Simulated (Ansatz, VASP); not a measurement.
## One calculation of Mg3SiSe, two programs

```
CELL_PARAMETERS angstrom
5.28817 0.00000 0.00000
0.00000 5.28817 0.00000
0.00000 0.00000 5.28817
ATOMIC_POSITIONS crystal
Si 0.00000 0.00000 0.00000
Se 0.50000 0.50000 0.50000
Mg 0.50000 0.50000 0.00000
Mg 0.50000 0.00000 0.50000
Mg 0.00000 0.50000 0.50000
```

The cell comes from a database or a generator and needn't be the stable form of this composition.

Alike in both runs: task single point; functional LDA; k mesh 4 × 4 × 4; occupations gaussian, width 0.05 eV; no spin polarisation.

```csv
,VASP,Ansatz
version,VASP 6.6.1,Ansatz 0.2.0
potentials or method,"VASP PAW LDA potentials, release 64 (Si, Se, Mg)","scalar-relativistic, plane waves, PAW"
plane-wave cutoff (eV),520,420
valence electrons in the cell,16,50
```

Ansatz gave:

| Property | Result |
| --- | --- |
| gap on the k mesh at the Fermi level (eV) | none |
| pressure (GPa) | -6.9 |

Task: Estimate VASP's values.

Result: gap on the k mesh at the Fermi level (eV): none; pressure (GPa): -7.1.

A gap of «none» marks a metal or a gap that the smearing closes. The two sets of potentials don't hold the same shells in valence.
